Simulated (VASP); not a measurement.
Input:

```
EuSrTe2
1.0
    2.30638     1.33159     7.50501
   -2.30638     1.33159     7.50501
    0.00000    -2.66318     7.50501
Sr Eu Te
1 1 2
Cartesian
  0.00000   0.00000  11.25751
  0.00000   0.00000   0.00000
  0.00000   0.00000  16.82343
  0.00000   0.00000   5.69159
```

All values below come from PBEsol GGA with spin-orbit coupling, VASP's PBE PAW potentials (set 64) (plane waves; VASP). Settings: 400 eV cut-off, 5×5×5 Γ-centred mesh, Gaussian smearing of 0.050 eV, potentials Sr_sv Eu_2 Te.

The 4f electrons are frozen in the core of the lanthanide potential, so 4f levels, which can set the real gap, and their magnetism are missing.

Q: Give the energies of bands 21 to 34 at the high-symmetry points, in eV from the valence-band maximum.

A: 
| band | Γ | T | H2 | L | S0 | F |
|---|---|---|---|---|---|---|
| 21 | -1.84 | -2.25 | -2.73 | -2.73 | -2.65 | -2.44 |
| 22 | -1.84 | -2.25 | -2.73 | -2.73 | -2.65 | -2.44 |
| 23 | -1.46 | -1.39 | -2.07 | -1.89 | -2.12 | -1.81 |
| 24 | -1.46 | -1.39 | -2.07 | -1.89 | -2.12 | -1.81 |
| 25 | -0.90 | -1.17 | -1.96 | -1.82 | -1.92 | -1.43 |
| 26 | -0.90 | -1.17 | -1.96 | -1.82 | -1.92 | -1.43 |
| 27 | 0.00 | -1.03 | -1.46 | -1.36 | -1.53 | -1.33 |
| 28 | 0.00 | -1.03 | -1.46 | -1.36 | -1.53 | -1.33 |
| 29 | 0.00 | -0.76 | -1.42 | -1.24 | -1.41 | -0.80 |
| 30 | 0.00 | -0.76 | -1.42 | -1.24 | -1.41 | -0.80 |
| 31 | 2.64 | 2.69 | 2.76 | 2.31 | 2.71 | 1.00 |
| 32 | 2.65 | 2.69 | 2.76 | 2.31 | 2.71 | 1.00 |
| 33 | 2.65 | 2.79 | 2.92 | 2.43 | 3.48 | 3.56 |
| 34 | 2.65 | 2.79 | 2.92 | 2.43 | 3.48 | 3.56 |

The gap is indirect, 1.00 eV, from the valence maximum at Γ to the conduction minimum at F.

The structure comes from a computed database's SrEuTe2 entry (R-3m); how it stands against other phases isn't given here. It was relaxed first, which changed the volume by -6 %.
